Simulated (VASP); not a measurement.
Data:

```
SrO
1.0
    0.00000     2.57527     2.57527
    2.57527     0.00000     2.57527
    2.57527     2.57527     0.00000
Sr O
1 1
Cartesian
  0.00000   0.00000   0.00000
  2.57527   2.57527   2.57527
```

These are AM05 GGA, VASP's PBE PAW potentials (set 64) (plane waves; VASP) values and carry that method's errors. Run with 520 eV cut-off, Gaussian smearing of 0.050 eV, potentials Sr_sv O.

Give the energies of bands 6 to 11 at the high-symmetry points, in eV from the valence-band maximum.

```json
[
 {"band": "6", "Γ": "0.00", "X": "-0.44", "U": "-0.96", "L": "-2.19", "W": "-1.13"},
 {"band": "7", "Γ": "0.00", "X": "-0.09", "U": "-0.58", "L": "-1.14", "W": "-0.45"},
 {"band": "8", "Γ": "0.00", "X": "-0.09", "U": "-0.48", "L": "-1.14", "W": "-0.45"},
 {"band": "9", "Γ": "3.91", "X": "3.23", "U": "4.74", "L": "6.51", "W": "5.98"},
 {"band": "10", "Γ": "6.18", "X": "7.77", "U": "7.86", "L": "8.36", "W": "5.98"},
 {"band": "11", "Γ": "6.18", "X": "10.13", "U": "8.70", "L": "8.82", "W": "8.59"}
]
```

The gap is indirect, 3.23 eV, from the valence maximum at Γ to the conduction minimum at X.

The compound is SrO in the rock salt structure. It was relaxed first.
